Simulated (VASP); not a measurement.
```
MgI2
1.0
    2.10414    -3.64448     0.00000
    2.10414     3.64448     0.00000
    0.00000     0.00000     7.55703
Mg I
1 2
Cartesian
  0.00000   0.00000   0.00000
  2.10414   1.21483   1.66980
  2.10414  -1.21483   5.88722
```

All values below come from PBE GGA, VASP's PBE PAW potentials (set 64) (plane waves; VASP). Settings: 480 eV cut-off, 6×6×4 Γ-centred mesh, Gaussian smearing of 0.050 eV, potentials Mg I.

Energy and stress use the plane-wave basis of the starting cell. Without a dispersion term in the relaxation, distances and binding between the weakly bound layers, chains or molecules are unreliable, and so is what depends on them.

Question: The ions, cell shape and volume at an external pressure of 5.0 GPa are relaxed. Predict the relaxed structure.

Answer: 
```
MgI2
1.0
    2.00272    -3.46880     0.00000
    2.00272     3.46880     0.00000
    0.00000     0.00000     6.42919
Mg I
1 2
Direct
  0.00000   0.00000   0.00000
  0.33333   0.66667   0.25969
  0.66667   0.33333   0.74031
```
Space group P-3m1 (164), at a tolerance of 0.03 Å.

Question: How do energy and volume change from the first to the last step?

Answer: The energy (σ→0) changes by +90.3 meV/atom and the volume by -22.9 %, in 19 ionic steps.

The compound is MgI2 in the 1T layered structure. This run relaxes it under an external pressure of 5 GPa. Symmetry was kept, so distortions that lower it aren't found.
